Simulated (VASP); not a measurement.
An input for Quantum ESPRESSO's pw.x (written as the equivalent of a VASP run, and not itself run):

```
&CONTROL
  calculation = 'vc-relax'
  pseudo_dir = './pseudo'
  outdir = './out'
  tprnfor = .true.
  tstress = .true.
  nstep = 60
  forc_conv_thr = 0.00078
/
&SYSTEM
  ibrav = 0
  nat = 8
  ntyp = 3
  ecutwfc = 84
  occupations = 'smearing'
  smearing = 'methfessel-paxton'
  degauss = 0.00735
  input_dft = 'pbesol'
/
&ELECTRONS
  conv_thr = 7.3e-08
  electron_maxstep = 100
/
&IONS
/
&CELL
/
ATOMIC_SPECIES
  V 50.941 V.upf
  N 14.007 N.upf
  Sc 44.956 Sc.upf
CELL_PARAMETERS angstrom
    -0.0127307    4.3569008    4.3486347
     4.3569008   -0.0127307    4.3486347
     2.1720851    2.1720851    0.0000000
ATOMIC_POSITIONS crystal
  V    0.0000000  0.0000000  0.0000000
  N    0.2427685  0.2427685  0.5144631
  N    0.2360582  0.7639418  0.5000000
  N    0.7639418  0.2360582  0.5000000
  N    0.7572315  0.7572315  0.4855369
  Sc   0.0000000  0.5000000  0.0000000
  Sc   0.5000000  0.0000000  0.0000000
  Sc   0.5000000  0.5000000  0.0000000
K_POINTS automatic
  6 6 11 0 0 0
```

**Question.** Translate this input to VASP (INCAR, KPOINTS, POSCAR, choice of POTCAR).

**Answer.** One answer among several that fit: 
INCAR:
```
# general
SYSTEM  = Sc3VN4
PREC    = Accurate
ENCUT   = 520   # plane-wave cut-off (eV)
LREAL   = F
LASPH   = T   # aspherical one-centre terms

# electronic loop
EDIFF   = 1E-6
NELM    = 100
ALGO    = Normal   # blocked Davidson
LMAXMIX = 4   # l cut-off of mixed one-centre charges

# smearing
ISMEAR  = 1   # Methfessel-Paxton
SIGMA   = 0.1   # width (eV)

# functional
GGA     = PS   # PBEsol

# ions
IBRION  = 2   # conjugate gradients
NSW     = 60   # most ionic steps
ISIF    = 3   # ions, shape and volume
EDIFFG  = -0.02

# output
LWAVE   = F
LCHARG  = F
```

### KPOINTS
```
Automatic mesh
0
Gamma
6 6 11
0 0 0
```

### POSCAR
```
Sc3VN4
1
   -0.0127306964     4.3569008415     4.3486346802
    4.3569008415    -0.0127306964     4.3486346802
    2.1720850726     2.1720850726     0.0000000000
V N Sc
1 4 3
Direct
  0.0000000000   0.0000000000   0.0000000000
  0.2427684544   0.2427684544   0.5144630913
  0.2360582126   0.7639417874   0.5000000000
  0.7639417874   0.2360582126   0.5000000000
  0.7572315456   0.7572315456   0.4855369087
  0.0000000000   0.5000000000   0.0000000000
  0.5000000000   0.0000000000   0.0000000000
  0.5000000000   0.5000000000   0.0000000000
```

POTCAR, in this order: V_sv N Sc_sv (PBE.64 set). Program: vasp_std.

What does not carry over: the potentials are each code's own (VASP's PAW set, PseudoDojo norm-conserving files in pw.x), so ENCUT and ecutwfc are chosen apart and not converted; conv_thr bounds pw.x's estimated SCF error, while EDIFF bounds the energy change between steps; forc_conv_thr acts on force components and is met together with etot_conv_thr.

The structure was generated: Sc3VN4 was put into an ordered model structure (Cmmm), which need not be its known phase. This run relaxes it. Symmetry was kept, so distortions that lower it aren't found. The start is the result of an earlier pass.
